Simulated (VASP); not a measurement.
Consider the following.

```yaml
crystal:
  lattice:
    - [0.00000, 1.80280, 1.80280]
    - [1.80280, 0.00000, 1.80280]
    - [1.80280, 1.80280, 0.00000]
  atoms:
    - { symbol: B, position: [0.00000, 0.00000, 0.00000] }
    - { symbol: N, position: [0.25000, 0.25000, 0.25000] }
```

Computed with AM05 GGA, VASP's PBE PAW potentials (set 64) (plane waves; VASP). Settings: 520 eV cut-off, Gaussian smearing of 0.050 eV, potentials B N.

Question: Give the energies of bands 2 to 7 at the high-symmetry points, in eV from the valence-band maximum.

Answer: 
```
band     Γ      X      U       L      W
----  ----  -----  -----  ------  -----
2     0.00  -9.01  -8.19  -10.85  -7.62
3     0.00  -4.99  -7.82   -1.97  -7.11
4     0.00  -4.99  -4.14   -1.97  -6.65
5     8.78   4.30   6.78   10.24   9.47
6     8.78   9.16  12.86   10.65  13.36
7     8.78  17.99  15.86   10.65  14.40
```

The gap is indirect, 4.30 eV, from the valence maximum at Γ to the conduction minimum at X.

Measured: gap 6.20 eV at 300 K (computed value off by -1.90 eV), as given by arXiv:1206.3780.

The compound is BN in the zinc blende structure. It was relaxed first.
